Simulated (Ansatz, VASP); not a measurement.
# Cross-check of B2O3 (glassy B2O3) between VASP and Ansatz, part 2 of 2

Wanted: the spread between two codes on one cell, functional and k mesh. The cell is taken from a series of runs on this material, whose earlier steps may have relaxed, scaled, displaced or heated it; both programs get it as it stands.

VASP 6.6.1 and Ansatz 0.2.0.

So far: Starting point; Ansatz: single point, r2SCAN.

### Step 3. VASP: single point, r2SCAN

Level of this step: r2SCAN; plane waves and PAW (B, O) (VASP).

The same cell, functional, mesh and smearing now go to VASP, with its own data sets.

Lines of VASP's logs that name or quote its potential files are left out, and so is its time.

File INCAR:

```
SYSTEM = B2O3
PREC = Accurate
ENCUT = 660
EDIFF = 1E-06
NELM = 120
ISMEAR = 0
SIGMA = 0.025
LREAL = Auto
ALGO = Normal
METAGGA = R2SCAN
LASPH = .TRUE.
NBANDS = 280
LORBIT = 11
LWAVE = .FALSE.
LCHARG = .FALSE.
ISIF = 2
GGA_COMPAT = .FALSE.
EFERMI = MIDGAP
LMIXTAU = .TRUE.
NCORE = 2
```

File POSCAR:

```
B2O3
1.0
    9.6494200000      0.6300700000     -0.2303300000
    0.6300700000     10.5037400000      0.8422000000
   -0.2303300000      0.8422000000     10.1890900000
B O
36 54
Direct
    0.2311900000      0.8421300000      0.6483800000
    0.3129700000      0.2461800000      0.4267200000
    0.7526100000      0.9317700000      0.0452800000
    0.0683700000      0.3754400000      0.8331000000
    0.9150100000      0.7072100000      0.4372300000
    0.0168900000      0.1785900000      0.7278200000
    0.6710800000      0.6998200000      0.3274200000
    0.9950100000      0.5481800000      0.1933200000
    0.5884700000      0.9208500000      0.2311300000
    0.3247100000      0.0453100000      0.8991700000
    0.5140900000      0.1110600000      0.3472100000
    0.2108000000      0.9993600000      0.1112300000
    0.3534900000      0.5287900000      0.1766900000
    0.1501300000      0.7746600000      0.4357800000
    0.4198500000      0.4477800000      0.7657600000
    0.4918900000      0.8231100000      0.6110800000
    0.6933900000      0.1096800000      0.8564100000
    0.6836200000      0.2260300000      0.4683200000
    0.6688400000      0.6849600000      0.9198700000
    0.1586200000      0.8210200000      0.8725900000
    0.5708800000      0.2603400000      0.6695000000
    0.4549800000      0.6068000000      0.5620100000
    0.0291600000      0.5222500000      0.6119500000
    0.5209200000      0.5301000000      0.3540900000
    0.2633000000      0.4302000000      0.9745300000
    0.2595500000      0.1695000000      0.6627200000
    0.1269500000      0.4406800000      0.4132500000
    0.9107100000      0.1384700000      0.4291100000
    0.9058600000      0.0045300000      0.6450100000
    0.9734000000      0.7716200000      0.0424000000
    0.4111600000      0.8047600000      0.9197600000
    0.8137900000      0.4777900000      0.0604100000
    0.7281300000      0.8402500000      0.7177700000
    0.8105400000      0.2459900000      0.0039900000
    0.9944500000      0.1234500000      0.1903500000
    0.2785300000      0.7677400000      0.2292100000
    0.9504500000      0.1618000000      0.3039200000
    0.6648800000      0.9769600000      0.1348600000
    0.2401700000      0.0763300000      0.9970500000
    0.1452900000      0.3746100000      0.9481700000
    0.8222900000      0.2356200000      0.4728800000
    0.7883400000      0.3762400000      0.0023600000
    0.1472300000      0.8839700000      0.7436500000
    0.7884300000      0.7424300000      0.3709400000
    0.9478100000      0.0256600000      0.5156800000
    0.5965400000      0.2976900000      0.5391500000
    0.5302400000      0.7199700000      0.9311900000
    0.9229700000      0.0914100000      0.7312000000
    0.3405700000      0.1988300000      0.5594000000
    0.2865300000      0.7543900000      0.9181800000
    0.7378700000      0.5951300000      0.0192000000
    0.6033600000      0.8789800000      0.6464300000
    0.4119800000      0.5655300000      0.6850600000
    0.1225200000      0.4512100000      0.5448700000
    0.8407000000      0.8999600000      0.6834800000
    0.4729700000      0.4733800000      0.2518800000
    0.2848200000      0.4630000000      0.0962700000
    0.0370200000      0.4896500000      0.7467400000
    0.5108100000      0.7205900000      0.5439800000
    0.2104900000      0.3430600000      0.3732600000
    0.2773100000      0.8760200000      0.1364300000
    0.4405700000      0.5390000000      0.4603600000
    0.7452100000      0.7360500000      0.8197500000
    0.1710000000      0.7708400000      0.5693300000
    0.5100600000      0.9958600000      0.3041700000
    0.6299000000      0.1390500000      0.7313200000
    0.1173900000      0.0433900000      0.1947500000
    0.2590800000      0.7797300000      0.3584400000
    0.3015000000      0.6516400000      0.1900400000
    0.3922100000      0.1916400000      0.3392800000
    0.4167300000      0.9343200000      0.9111400000
    0.7273800000      0.9831200000      0.9141400000
    0.0531000000      0.5327000000      0.3199000000
    0.4918800000      0.3381600000      0.7385400000
    0.8563100000      0.8331100000      0.0879000000
    0.0212100000      0.6491300000      0.1009900000
    0.0093100000      0.2673000000      0.8115000000
    0.1193900000      0.1739900000      0.6388600000
    0.6388900000      0.1410300000      0.3923200000
    0.3215800000      0.1339400000      0.7865800000
    0.5749300000      0.7903700000      0.2504800000
    0.6486800000      0.5735200000      0.3515000000
    0.9310200000      0.6193700000      0.5523600000
    0.9126200000      0.1580100000      0.0752000000
    0.0193700000      0.7714300000      0.3843700000
    0.0439800000      0.8342100000      0.9442400000
    0.3590200000      0.4465500000      0.8827100000
    0.7180500000      0.2090800000      0.9189500000
    0.3624500000      0.8763200000      0.6415300000
    0.9121600000      0.4607800000      0.1638500000
```

File KPOINTS:

```
Automatic mesh
0
Gamma
1 1 1
0 0 0
```

The projector-augmented-wave data sets are B and O (PBE family, release 64).

The run is started by

```console
$ mpirun -np 8 vasp_gam
```

Numbers of over 12 decimals in the logs are rounded to 6 here.

Log:

```text
[banner, memory and clock lines left out]
running    8 mpi-ranks, on    1 nodes
[...]
|                                                                             |
|               ----> ADVICE to this user running VASP <----                  |
|                                                                             |
|     You enforced a specific xc type in the INCAR file but a different       |
|     [... a line on the potential file left out ...]
|     I HOPE YOU KNOW WHAT YOU ARE DOING!                                     |
|                                                                             |

 LDA part: xc-table for (None), standard interpolation
 POSCAR, INCAR and KPOINTS ok, starting setup
[...]
entering main loop
       N       E                     dE             d eps       ncg     rms          rms(c)
DAV:   1     0.443836216511E+04    0.44384E+04   -0.30282E+05   568   0.188E+03
DAV:   2    -0.607177191283E+03   -0.50455E+04   -0.48287E+04   704   0.435E+02
DAV:   3    -0.100770374006E+04   -0.40053E+03   -0.39681E+03   648   0.127E+02
DAV:   4    -0.101527443617E+04   -0.75707E+01   -0.75421E+01   648   0.187E+01
[...]
DAV:  23    -0.810726963490E+03   -0.32598E-05   -0.41034E-06   512   0.699E-03    0.126E-03
DAV:  24    -0.810726965467E+03   -0.19773E-05   -0.10413E-06   360   0.360E-03    0.817E-04
DAV:  25    -0.810726965680E+03   -0.21350E-06   -0.76823E-07   360   0.285E-03
   1 F= -.81072697E+03 E0= -.81072697E+03  d E =0.000000E+00
```

From OUTCAR (step 3):

```text
  FREE ENERGIE OF THE ION-ELECTRON SYSTEM (eV)
  ---------------------------------------------------
  free  energy   TOTEN  =      -810.7269656804 eV

  energy  without entropy=     -810.7269656804  energy(sigma->0) =     -810.72696568

[... 1 further part left out ...]
```

The PAW data sets were made with PBE, which is usual practice but a small mismatch for other functionals.

### Step 4. Differences

Known differences besides the potentials themselves: VASP keeps PBE cores, Ansatz makes them for the functional; the cutoff is 500 eV in Ansatz and 660 eV in VASP (PREC = Accurate, projectors in real space). Total energies have different zeros and are not compared.

The two programs side by side:

```tsv
quantity	Ansatz	VASP	difference
pressure (GPa)	0.01	0.07	-0.06
gap on the k mesh (eV)	6.663	6.643	+0.020
```

Forces on 7 of the 90 atoms, those with the largest forces and the largest differences (eV/Å; atoms numbered as in POSCAR):

```tsv
atom	Ansatz x, y, z	VASP x, y, z
B10	-0.004, 0.015, -0.017	0.048, 0.085, -0.037
B20	-0.016, 0.007, 0.011	-0.109, 0.009, 0.061
B24	0.004, -0.007, -0.014	0.033, -0.094, -0.023
B28	-0.002, -0.004, 0.001	0.071, 0.019, -0.084
B29	-0.010, 0.001, 0.020	-0.025, -0.108, 0.066
B31	0.006, 0.014, -0.005	0.082, -0.047, 0.027
B33	0.007, 0.010, -0.005	0.093, 0.046, -0.015
```

The forces differ by 28 meV/Å r.m.s., where the r.m.s. force is 0.008 eV/Å in Ansatz and 0.029 eV/Å in VASP: the atoms lie near their places of rest in Ansatz, so a percentage would say little (all taken over all components). A gap on the mesh is an upper bound, since the band edges may lie between its points.

### Step 5. What came out

```
r.m.s. force difference (single point, r2SCAN) : 28 meV/Å
```

**Reading.** The r.m.s. force difference is 28 meV/Å (single point, r2SCAN), beyond the 12 meV/Å picked in this series as the mark of a large difference. What causes the difference of the single point, r2SCAN pair stays open here. Such differences can come from data sets, numerical settings and the points named under the comparisons, not from the functional's error against experiment.

[Lines on the potential files, build, host, timing and source positions are cut from VASP's logs without a mark.]

[Logs are printed without paths, hosts, clocks, repeated set-up lines and the standing remarks that a program may print on its own settings, such as how far it seeks lower states.]

[Hosts, paths, dates, database ids (printed as entryN), source tags and the programs' standing remarks are cut or masked in the printed files.]
